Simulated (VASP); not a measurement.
VASP runs on RuS$_{2}$ (space group Pa-3) share one base input (PBE GGA, plane waves, VASP's PBE PAW potentials (set 64)) and change the settings named in each case.

### INCAR
```
ALGO=Normal
EDIFF=1E-6
ENCUT=300
GGA=PE
ISIF=2
ISMEAR=0
LASPH=T
LCHARG=F
LMAXMIX=4
LREAL=F
LWAVE=F
NELM=100
PREC=Accurate
SIGMA=0.05
SYSTEM=RuS2
```

**KPOINTS**
```
Automatic mesh
0
Gamma
3 3 3
0.5 0.5 0.5
```

**POSCAR**
```
RuS2
1
    5.7229520000     0.0000000000     0.0000000000
    0.0000000000     5.7229520000     0.0000000000
    0.0000000000     0.0000000000     5.7229520000
Ru S
4 8
Direct
  0.0000000000   0.5000000000   0.5000000000
  0.5000000000   0.5000000000   0.0000000000
  0.5000000000   0.0000000000   0.5000000000
  0.0000000000   0.0000000000   0.0000000000
  0.3882000000   0.1118000000   0.8882000000
  0.6118000000   0.8882000000   0.1118000000
  0.1118000000   0.8882000000   0.3882000000
  0.8882000000   0.1118000000   0.6118000000
  0.8882000000   0.3882000000   0.1118000000
  0.1118000000   0.6118000000   0.8882000000
  0.6118000000   0.6118000000   0.6118000000
  0.3882000000   0.3882000000   0.3882000000
```

POTCAR, in this order: Ru_pv S (PBE.64 set). Program: vasp_std.

```csv
change,E(σ→0) (eV/atom),pressure (GPa),largest force (eV/Å)
base run,-6.3666,-6.92,0.192
"GGA removed, POTCAR Ru_pv S (LDA.64 set)",-7.3604,?,?
GGA = PS,-6.9560,-13.04,0.278
GGA = RP,-5.8867,?,?
GGA = RE,-5.9633,-4.90,0.154
"GGA removed, LMIXTAU = .TRUE., METAGGA = R2SCAN",-14.4987,-8.38,0.003
GGA = 91,-6.3841,-6.12,0.200
```

Question: Some entries are withheld; supply them.

Answer: 
- GGA = RP, pressure (GPa): -4.11
- GGA = RP, largest force (eV/Å): 0.140
- GGA removed, POTCAR Ru_pv S (LDA.64 set), pressure (GPa): -15.92
- GGA removed, POTCAR Ru_pv S (LDA.64 set), largest force (eV/Å): 0.295

Energies of different potentials or functionals have different zeros.  At 300 eV the pressure can carry a Pulay error.

Left out are runs that ran out of time, are held back, or changed the cell or the kind of run, fixed moments of cells without a moment, rows past the twelfth, gaps on odd meshes, pressures of charged cells and columns that move by less than the noise.

The structure comes from a computed database's RuS2 entry; how it stands against other phases isn't given here. The cell was not relaxed at this level, forces remain on its atoms, its lattice was scaled by up to 2.5 %.
